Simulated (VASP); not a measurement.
**Rh: single point with PBE0**

Rh:

```xyz
1
Lattice="0.0000 1.8896 1.8896 1.8896 0.0000 1.8896 1.8896 1.8896 0.0000" Properties=species:S:1:pos:R:3 pbc="T T T"
Rh    0.0000    0.0000    0.0000
```

```
Program                            : VASP 6.6.1
Task                               : single point
Functional                         : PBE0
Potentials or basis                : VASP PAW PBE potentials, release 64 (Rh_pv)
Cutoff                             : 520 eV
k mesh                             : 8 × 8 × 8
Occupations                        : gaussian, width 0.1 eV
Spin                               : no spin polarisation
Grid for exact exchange (PRECFOCK) : Fast
Exchange at q = 0                  : truncated
Further INCAR settings             : ALGO = Normal; EDIFF = 1e-07
```

The pressure is 1.0 GPa and the band gap on the k mesh is none (metal or under the smearing width).

Levels at points of the mesh, in eV from the Fermi level:
```tsv
k point	band 5	band 6	band 7	band 8	band 9	band 10
(0.00, 0.00, 0.00)	-4.17	-4.17	-4.16	-2.16	-2.16	17.59
(0.50, 0.00, 0.00)	-4.41	-4.40	0.90	1.01	1.15	10.56
(0.50, 0.50, 0.00)	-7.40	-0.27	1.68	1.68	4.07	14.27
```

Run time: 34 min on 1 thread of Intel(R) Xeon(R) Platinum 8559C (Emerald Rapids) (shared host), peak memory 0.14 GiB.

Caveat: the PAW data sets were made with another functional, which shifts forces and pressure a little.
